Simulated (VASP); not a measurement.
OSZICAR of a VASP run on C (diamond):

OSZICAR:
```
       N       E                     dE             d eps       ncg     rms          rms(c)
DAV:   1    -0.336907039925E-01   -0.33691E-01   -0.51159E+03 22344   0.990E+02
DAV:   2    -0.187036323806E+02   -0.18670E+02   -0.17821E+02 33112   0.111E+02
DAV:   3    -0.188235406353E+02   -0.11991E+00   -0.11991E+00 23304   0.116E+01
DAV:   4    -0.188237066574E+02   -0.16602E-03   -0.16602E-03 30816   0.454E-01
DAV:   5    -0.188237067188E+02   -0.61482E-07   -0.61482E-07 22608   0.568E-03    0.556E+00
DAV:   6    -0.183450343355E+02    0.47867E+00   -0.36669E-01 21920   0.484E+00    0.334E+00
DAV:   7    -0.181839628605E+02    0.16107E+00   -0.40485E-01 24856   0.519E+00    0.765E-01
DAV:   8    -0.181852402177E+02   -0.12774E-02   -0.18004E-03 22000   0.488E-01    0.468E-02
DAV:   9    -0.181852566940E+02   -0.16476E-04   -0.13190E-04 31736   0.102E-01    0.272E-02
DAV:  10    -0.181852694906E+02   -0.12797E-04   -0.13496E-05 21392   0.430E-02    0.626E-03
DAV:  11    -0.181852693169E+02    0.17374E-06   -0.37045E-08 14984   0.217E-03
   1 F= -.18185269E+02 E0= -.18185269E+02  d E =-.116477E-12
```

Which electronic solver shows in the log?

It is blocked Davidson (ALGO = Normal, or the opening steps of other solvers). The INCAR had ALGO = Normal.

Can the final energy be trusted as converged?

Self-consistency was reached. It stopped with EDIFF = 1E-6, NELM = 100 (PBE GGA, plane waves, VASP's PBE PAW potentials (set 64)).

The compound is C in the diamond structure. The cell was not relaxed at this level. The run is one of a series of settings (ISYM = -1 against the base run), some of them coarse on purpose.
